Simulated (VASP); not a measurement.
Here is the system:

```
MgO
1.0
    3.47967     0.00000     0.00000
   -1.73983     3.01348     0.00000
    0.00000     0.00000     4.17284
Mg O
2 2
Direct
  0.66667   0.33333   0.75000
  0.33333   0.66667   0.25000
  0.66667   0.33333   0.25000
  0.33333   0.66667   0.75000
```

Level of theory: r2SCAN meta-GGA, VASP's PBE PAW potentials (set 64) (plane waves; VASP). Settings: 520 eV cut-off, 8×8×6 Γ-centred mesh, tetrahedra with Blöchl corrections, potentials Mg O.

Tabulate the total density of states (states/eV per cell) against energy (eV; zero at the valence-band maximum or, without a gap, the Fermi level).

| E (eV) | DOS (states/eV) |
|---|---|
| -9.95 | 0.00 |
| -9.23 | 0.00 |
| -8.51 | 0.00 |
| -7.79 | 0.00 |
| -7.07 | 0.00 |
| -6.35 | 0.00 |
| -5.63 | 0.00 |
| -4.79 | 0.00 |
| -4.07 | 0.00 |
| -3.35 | 3.55 |
| -2.63 | 2.24 |
| -1.91 | 4.23 |
| -1.19 | 1.59 |
| -0.47 | 3.87 |
| 0.25 | 0.00 |
| 0.97 | 0.00 |
| 1.69 | 0.00 |
| 2.41 | 0.00 |
| 3.25 | 0.00 |
| 3.97 | 0.00 |
| 4.69 | 0.06 |
| 5.41 | 0.14 |
| 6.13 | 0.28 |
| 6.85 | 0.49 |
| 7.57 | 1.20 |
Within 2 eV below the valence-band maximum the largest weight inside VASP's projection spheres is O p.

The structure comes from a computed database's MgO entry (P6_3/mmc); how it stands against other phases isn't given here. It was relaxed first.
